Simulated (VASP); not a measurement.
A run of VASP 6.6.1:

Contents of INCAR:

```
  PREC = Accurate
  ENCUT = 350
  EDIFF = 1E-7
  ISMEAR = 0
  SIGMA = 0.1
  LREAL = F
  LASPH = T
  NELM = 100
  ALGO = Fast
  ISIF = 3
  LWAVE = F
  LCHARG = F
  GGA = CA
  IBRION = 2
  NSW = 80
  EDIFFG = -0.002
```

The input KPOINTS:

```
Automatic mesh
0
Gamma
  10 10 10
```

Contents of POSCAR:

```
Ta                                      
1.0
   -1.6335033106      1.6335033106      1.6335033106
    1.6335033106     -1.6335033106      1.6335033106
    1.6335033106      1.6335033106     -1.6335033106
  Ta            
     1
Direct
     0.0000000000000000    1.0000000000000000    0.0000000000000000
```

Potentials or basis: VASP PAW LDA potentials, release 64 (Ta_pv).

Launch:

```sh
$ cat potpaw_LDA.64/Ta_pv/POTCAR > POTCAR
$ mpirun -np 1 vasp_std > vasp.out
```

Hardware: 1 thread of AMD EPYC 7R13 Processor (Zen 3), on a shared host.

Estimate the wall time of this run.

Wall time 8.5 s on 1 thread of AMD EPYC 7R13 Processor (Zen 3), with other jobs on the host, peak memory 0.08 GiB. Counts: scf iterations 26, k points 47, ion steps 4.
